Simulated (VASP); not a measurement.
HgTe (Coloradoite):

```xyz
2
Lattice="0.0000 3.2145 3.2145 3.2145 0.0000 3.2145 3.2145 3.2145 0.0000" Properties=species:S:1:pos:R:3 pbc="T T T"
Hg    0.0000    0.0000    0.0000
Te    1.6073    1.6073    1.6073
```

| Property | Result |
| --- | --- |
| Program | VASP 6.6.1 |
| Task | relaxation of cell and atoms |
| Functional | PBE |
| Potentials or basis | VASP PAW PBE potentials, release 64 (Hg, Te) |
| Cutoff | 600 eV |
| k mesh | 10 × 10 × 10 |
| Occupations | gaussian, width 0.03 eV |
| Spin | no spin polarisation |

At the start: pressure 4.6 GPa; volume 33.22 Å³/atom.

**Question.** Where does the relaxation end?

**Answer.** Over 3 steps the energy falls by 47.0 meV/atom and the volume is 36.81 Å³/atom (+10.8 %); space group F-43m (No. 216, to 0.05 Å).

The path:
```csv
step,energy change (eV),largest force (eV/Å),pressure (GPa),volume (Å³)
1,0.0000,0.0000,4.63,66.43
2,-0.0859,0.0000,-1.03,76.09
3,-0.0940,0.0000,0.02,73.61
```

Final structure:
```
Hg Te
1.0
     0.00000    3.32641    3.32641
     3.32641    0.00000    3.32641
     3.32641    3.32641    0.00000
Hg Te
1 1
Direct
  0.00000 0.00000 0.00000
  0.25000 0.25000 0.25000
```

Caveat: the volume moved by +11 % from the deposited cell, more than functionals usually miss.
